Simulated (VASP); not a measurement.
OSZICAR of a VASP run on Ge₂Os (a trial cell in the fluorite structure, space group Fm-3m):

OSZICAR:
```
       N       E                     dE             d eps       ncg     rms          rms(c)
DAV:   1     0.272936264203E+03    0.27294E+03   -0.16291E+04  1474   0.362E+03
DAV:   2     0.304067630669E+02   -0.24253E+03   -0.23734E+03  1294   0.689E+02
DAV:   3    -0.871128021495E+01   -0.39118E+02   -0.38387E+02  1528   0.178E+02
DAV:   4    -0.101881142861E+02   -0.14768E+01   -0.14718E+01  1492   0.398E+01
DAV:   5    -0.102219481075E+02   -0.33834E-01   -0.33827E-01  1574   0.637E+00    0.101E+01
DAV:   6    -0.100387576081E+02    0.18319E+00   -0.14058E+00  1726   0.588E+00    0.372E+00
DAV:   7    -0.995241169104E+01    0.86346E-01   -0.51620E-01  1702   0.533E+00    0.372E+00
DAV:   8    -0.991173635986E+01    0.40675E-01   -0.90126E-02  1664   0.195E+00    0.144E-01
DAV:   9    -0.991238494817E+01   -0.64859E-03   -0.12345E-02  1756   0.137E+00    0.107E-01
DAV:  10    -0.991220530741E+01    0.17964E-03   -0.96113E-04  1604   0.196E-01    0.419E-02
DAV:  11    -0.991221071880E+01   -0.54114E-05   -0.16090E-04  1590   0.195E-01    0.155E-02
DAV:  12    -0.991220905129E+01    0.16675E-05   -0.92299E-06  1556   0.230E-02    0.277E-03
DAV:  13    -0.991220909612E+01   -0.44836E-07   -0.65220E-07  1052   0.611E-03
   1 F= -.99122091E+01 E0= -.99129635E+01  d E =0.226335E-02
```

Question: Which electronic solver shows in the log?

Answer: It is blocked Davidson (ALGO = Normal, or the opening steps of other solvers). The INCAR had ALGO = Normal.

Question: Can the final energy be trusted as converged?

Answer: The run converged. It stopped with EDIFF = 1E-6, NELM = 100 (optB88-vdW, plane waves, VASP's PBE PAW potentials (set 64)).

The structure was generated: Ge2Os was put into the fluorite type (Fm-3m), which need not be its known phase. The cell was not relaxed at this level. The run is one of a series of settings (AGGAC = 0.0, GGA = BO, LUSE_VDW = .TRUE., PARAM1 = 0.1833333333, PARAM2 = 0.22 against the base run), some of them coarse on purpose.
